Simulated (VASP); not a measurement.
Energy against volume of CuZn (CsCl type). All values below come from r2SCAN+rVV10, VASP's PBE PAW potentials (set 64) (plane waves; VASP). Run with 520 eV cut-off, 12×12×12 Γ-centred mesh, first-order Methfessel-Paxton smearing of 0.10 eV, potentials Zn Cu.

```json
[
 {"V (Å³/atom)": "11.966", "E (eV/atom)": "-9.65132"},
 {"V (Å³/atom)": "12.336", "E (eV/atom)": "-9.65724"},
 {"V (Å³/atom)": "12.706", "E (eV/atom)": "-9.65353"},
 {"V (Å³/atom)": "13.076", "E (eV/atom)": "-9.64186"}
]
```

Problem. Fit these four points and predict the energy of the run at 11.596 Å³/atom.

Solution. A cubic in V^(−2/3), the third-order Birch-Murnaghan form, passes through the four points with V0 = 12.37 Å³/atom and B0 = 137 GPa, and gives -9.6338 eV/atom there. The run gave -9.6338 eV/atom, -0.0 meV/atom from the fit; all five points give B0 = 137 GPa.

The compound is CuZn in the CsCl type structure. It was relaxed first.
